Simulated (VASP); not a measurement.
# Valence-band splitting and top hole masses of diamond under uniaxial [001] stress, r2SCAN with spin-orbit coupling

Squeezed by 2 % along [001], diamond has a single level at the top of its valence band, with two more about 0.36 eV below. Stretched by 2 %, it has two levels within 0.009 eV of each other at the top and one about 0.36 eV below. Why does the order turn over, and what does this do to the mass of the holes? The question matters because holes gather near the top of the valence band, so the sign of the strain decides which masses carry the current. Levels are calculated at the zone centre with r2SCAN and spin-orbit coupling, and given as distances below the top level. Strain is counted from the relaxed LDA crystal.

## Method

The start is a typed prototype cell. The crystal was relaxed with LDA. Strain is imposed along [001]; the strain across the axis is adjusted until the stress across it vanishes, and the atoms are relaxed with LDA. VASP 6.6.1, plane waves with PAW, cutoff 600 eV, no spin polarisation. Band edges are single points at r2SCAN with spin-orbit coupling on these cells, k mesh 11×11×11, read on short lines of k points at the zone centre and through the valleys; energies are counted from the valence-band top at the zone centre. Each level is the mean of a Kramers pair; masses are fitted within 0.05 1/Å of the zone centre and are rough where two bands nearly touch. All levels use the PAW data sets made with LDA.

Notes on method and selection:

- Runs that did not converge, have known faults or may not be shown are not listed, and runs on Ansatz's PAW sets soft_1 and soft_2 are kept to separate tables.

Columns:

- strain (%): strain along the axis (tension positive).
- second level (eV): second valence level below the top at Γ.
- third level (eV): third valence level below the top at Γ.
- mass, axis (mₑ): mass of the top hole band along the axis.
- mass, across (mₑ): mass of the top hole band across the axis.

Input lines of one member:

```
PREC = Accurate
ENCUT = 600
EDIFF = 1E-06
NELM = 100
ISMEAR = 0
SIGMA = 0.02
LREAL = .FALSE.
ALGO = Normal
METAGGA = R2SCAN
LASPH = .TRUE.
LNONCOLLINEAR = .TRUE.
NBANDS = 18
GGA_COMPAT = .FALSE.
LSORBIT = .TRUE.
KPAR = 3
```

Command (options for logging and memory left out): `mpirun -np 3 vasp_ncl`

## Data

| member | sign of the strain | strain (%) | second level (eV) | third level (eV) | mass, axis (mₑ) | mass, across (mₑ) |
| --- | --- | --- | --- | --- | --- | --- |
| −2 % | compression | −2.0 | 0.35770 | 0.367 | 0.501 | 0.251 |
| −1.5 % | compression | −1.5 | 0.26710 | 0.276 | 0.493 | 0.257 |
| −1 % | compression | −1.0 | 0.17660 | 0.186 | 0.491 | 0.261 |
| −0.5 % | compression | −0.5 | 0.08650 | 0.096 | 0.482 | 0.267 |
| 0 % | compression | 0.0 | 0.00030 | 0.014 | 0.400 | 0.373 |
| 0 % | tension | 0.0 | 0.00030 | 0.014 | 0.400 | 0.373 |
| +0.5 % | tension | 0.5 | 0.00850 | 0.094 | 0.269 | 0.361 |
| +1 % | tension | 1.0 | 0.00870 | 0.184 | 0.266 | 0.359 |
| +1.5 % | tension | 1.5 | 0.00880 | 0.273 | 0.265 | 0.357 |
| +2 % | tension | 2.0 | 0.00880 | 0.362 | 0.264 | 0.361 |

Least-squares fits to the whole series, with x = strain (%); R² and errors in the fitted variable (y, or ln y where the fit is in ln y):

| y | sign of the strain | members | fit | R² | rms residual | leave-one-out rms | the same for the mean of the others |
| --- | --- | --- | --- | --- | --- | --- | --- |
| third level (eV) | compression | 5 | y = 0.01060 − 0.1772 x | 1.00 | 0.0024 | 0.0050 | 0.16 |
| third level (eV) | tension | 5 | y = 0.01040 + 0.1750 x | 1.00 | 0.0026 | 0.0051 | 0.15 |
| second level (eV) | compression | 5 | y = −0.001440 − 0.1791 x | 1.00 | 0.0012 | 0.0025 | 0.16 |
| second level (eV) | tension | 5 | y = 0.003560 + 0.003460 x | 0.53 | 0.0023 | 0.0047 | 0.0042 (fit no better) |

## Mechanism

Under compression both lower levels move away from the top together, about 0.009 eV apart. Under tension the second level stays at 0.0085 to 0.0088 eV and only the third moves away. The top band's mass along the axis is 0.48 to 0.50 mₑ in compression and 0.26 to 0.27 mₑ in tension; across the axis it goes the other way, from 0.25–0.27 to about 0.36 mₑ.

The simplest model takes three p-like bonding orbitals, x, y and z, with z along the stress, and two parameters.

First, strain ε (in %) moves z relative to x and y by δ = −a·ε. Compression turns the bonds away from the axis, which weakens the bonding of z and raises it; tension lowers it.

Second, spin-orbit coupling has a fixed strength Δ. Counted from the x and y orbitals, the combination x ± iy with spin parallel to its orbital moment lies at Δ/3. With spin opposed it lies at −Δ/3 and couples to z, at δ, through √2·Δ/3. This pair gives

E± = (δ − Δ/3)/2 ± S/2, with S = √[(δ + Δ/3)² + 8Δ²/9].

Subtraction from the highest level gives the distances below the top:

- compression (δ > 0): second = (δ − Δ + S)/2, third = S;
- tension (δ < 0): second = (Δ − δ − S)/2, third = (Δ − δ + S)/2.

At δ = 0 the third level lies at Δ. At large strain the x, y pair is split by 2Δ/3, whichever side of z it lies on.

For the masses, each orbital is given one mass along its own axis, m₁, and another across it, m₂. In compression the top band is z-like and shows m₁ along the stress and m₂ across. In tension it is x ± iy, which has m₂ along the stress and, across it, the mean of the two inverse masses: 2/(1/m₁ + 1/m₂).

## Testing the model

The members at 0 % and −2 % fix the two parameters. At zero strain the third level gives Δ = 0.014 eV, so Δ/3 is 0.014 / 3 = 0.00467 eV and 8Δ²/9 is 8 × 0.014² / 9 = 0.000174 eV². At −2 % the third level gives

δ = √(0.367² − 0.000174) − 0.00467 = 0.362 eV, and a = 0.362 / 2.0 = 0.181 eV per %.

**−1 %**, δ = 0.181 eV:
S = √((0.181 + 0.00467)² + 0.000174) = 0.1861 eV
second = (0.181 − 0.014 + 0.1861) / 2 = 0.177 eV; table 0.17660
third = S = 0.186 eV; table 0.186

**+0.5 %**, δ = −0.181 × 0.5 = −0.0905 eV:
S = √((0.0905 − 0.00467)² + 0.000174) = 0.0868 eV
second = (0.014 + 0.0905 − 0.0868) / 2 = 0.0089 eV; table 0.00850
third = (0.014 + 0.0905 + 0.0868) / 2 = 0.096 eV; table 0.094

**+2 %**, δ = −0.362 eV:
S = √((0.362 − 0.00467)² + 0.000174) = 0.3576 eV
second = (0.014 + 0.362 − 0.3576) / 2 = 0.0092 eV; table 0.00880
third = (0.014 + 0.362 + 0.3576) / 2 = 0.367 eV; table 0.362

The small misses in the second level are mostly within what the rounding of Δ to 0.001 eV allows.

For the masses, the −2 % member supplies m₁ = 0.501 and m₂ = 0.251 mₑ. At +2 % the model then gives 0.251 mₑ along the axis, against 0.264 in the table, and across it

2 / (1/0.501 + 1/0.251) = 0.334 mₑ, against 0.361.

Masses read in compression thus predict the reversal in tension.

## Exceptions

Largest departures from the fit to the whole series:

| member | sign of the strain | third level (eV) | fit | computed − fit | in rms residuals |
| --- | --- | --- | --- | --- | --- |
| +0.5 % | tension | 0.094 | 0.098 | −0.004 | 1.5 |
| 0 % | tension | 0.014 | 0.010 | +0.004 | 1.4 |
| 0 % | compression | 0.014 | 0.011 | +0.003 | 1.4 |
| −0.5 % | compression | 0.096 | 0.099 | −0.003 | 1.3 |

These departures from the straight lines lie near zero strain, where spin-orbit coupling holds the third level at Δ and bends its curve; the model contains this bend. On the compression side the model stays within 0.001 eV of the table. In tension it puts the third level too deep, by about 0.002 eV at +0.5 % and 0.005 eV at +2 %. The likely weak point is the assumption that δ depends on the axial strain alone. The crystal contracts sideways in tension less than it expands in compression, so equal axial strains distort the cell less in tension, which has the right sign.

The mass across the axis in tension comes out too small, 0.334 against 0.361 mₑ at +2 %. Here the assumption of an isolated parabolic band fails. With ħ²/2mₑ of about 3.8 eV Å², the hole energy at the edge of the fitted range is roughly 3.8 × 0.05² / 0.36 = 0.026 eV, more than the 0.0088 eV to the second level. The two bands mix and repel, which flattens the upper one and makes it heavier.

The same near-contact makes the masses at zero strain, 0.400 and 0.373 mₑ, rough. The 0.00030 eV splitting there comes from a tiny strain left across the axis; in an exactly cubic cell it would vanish.

## Conclusions and limits

From −2 % to +2 %, one shift per unit strain and one spin-orbit strength reproduce the third level to 0.005 eV or better, where the mean of the other members misses by about 0.15 eV. The change of mass is mainly a change of the orbital at the top; between −2 % and −0.5 % the masses drift by only a few per cent.

The largest error left out is that of the band gap, which r2SCAN makes too small by roughly 1 eV in diamond. That exceeds the whole range of the splittings but largely cancels between valence levels; it can still make the lighter masses too light. The LDA cells are also under compressive stress across the axis at r2SCAN, so the series describes a crystal under some background pressure at that level.

[Logs are printed without paths, hosts, clocks, repeated set-up lines and the standing remarks that a program may print on its own settings, such as how far it seeks lower states.]
